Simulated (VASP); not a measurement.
Input for VASP

### POSCAR
```
TbSb
1
    4.9572840000     0.0000000000     0.0000000000
   -2.4786420000     4.2931340000     0.0000000000
    0.0000000000     0.0000000000     8.1188870000
Tb Sb
2 2
Direct
  0.6666670000   0.3333330000   0.0000000000
  0.3333330000   0.6666670000   0.5000000000
  0.6666670000   0.3333330000   0.6252000000
  0.3333330000   0.6666670000   0.1252000000
```

**KPOINTS**
```
Automatic mesh
0
Gamma
6 6 3
0 0 0
```

**INCAR**
```
SYSTEM = TbSb
PREC = Accurate
ENCUT = 400
EDIFF = 1E-6
NELM = 100
ALGO = Normal
LREAL = .FALSE.
LASPH = .TRUE.
ISMEAR = 1
SIGMA = 0.1
GGA = PE
LMAXMIX = 6
LWAVE = .FALSE.
LCHARG = .FALSE.
ISIF = 2
LSORBIT = .TRUE.
MAGMOM = 0 0 0 0 0 0 0 0 0 0 0 0
GGA_COMPAT = .FALSE.
```

POTCAR, in this order: Tb_3 Sb (PBE.64 set). Program: vasp_std.

The resulting files:

standard output:
```
 POSCAR found type information on POSCAR TbSb
 POSCAR found :  2 types and       4 ions
 Reading from existing POTCAR

 -----------------------------------------------------------------------------
|                                                                             |
|     EEEEEEE  RRRRRR   RRRRRR   OOOOOOO  RRRRRR      ###     ###     ###     |
|     E        R     R  R     R  O     O  R     R     ###     ###     ###     |
|     E        R     R  R     R  O     O  R     R     ###     ###     ###     |
|     EEEEE    RRRRRR   RRRRRR   O     O  RRRRRR       #       #       #      |
|     E        R   R    R   R    O     O  R   R                               |
|     E        R    R   R    R   O     O  R    R      ###     ###     ###     |
|     EEEEEEE  R     R  R     R  OOOOOOO  R     R     ###     ###     ###     |
|                                                                             |
|     ERROR: Noncollinear calculations require that VASP is compiled          |
|     without the flag -DNGXhalf and-DNGZhalf.                                |
|     You probably tried to run a noncollinear calculation                    |
|     (LNONCOLLINEAR=T) with the executable vasp_std. Use vasp_ncl            |
|     instead!                                                                |
|                                                                             |
|       ---->  I REFUSE TO CONTINUE WITH THIS SICK JOB ... BYE!!! <----       |
|                                                                             |
 -----------------------------------------------------------------------------
```

### Question
Read the log: what went wrong, and how is it fixed?

### Answer
The cause: LSORBIT needs the non-collinear program vasp_ncl. VASP stops with an error: ERROR: Noncollinear calculations require that VASP is compiled without the flag -DNGXhalf and-DNGZhalf. You probably tried to run a noncollinear calculation (LNONCOLLINEAR=T) with the executable vasp_std. Use vasp_ncl instead! ----> I REFUSE TO CONTINUE WITH THIS SICK JOB ... BYE!!! <---- To mend it, run vasp_ncl.

The mended run (PBE GGA with spin-orbit coupling, plane waves, VASP's PBE PAW potentials (set 64)) converges, and its OSZICAR ends with
```
   1 F= -.20584022E+02 E0= -.20585492E+02  d E =0.441184E-02  mag=    -0.0000     0.0000    -0.0000
```

The structure was generated: TbSb was put into the wurtzite type (P6_3mc), which need not be its known phase. The cell was not relaxed at this level. The 4f electrons are frozen in the core of the lanthanide potential, so 4f levels, which can set the real gap, and their magnetism are missing.
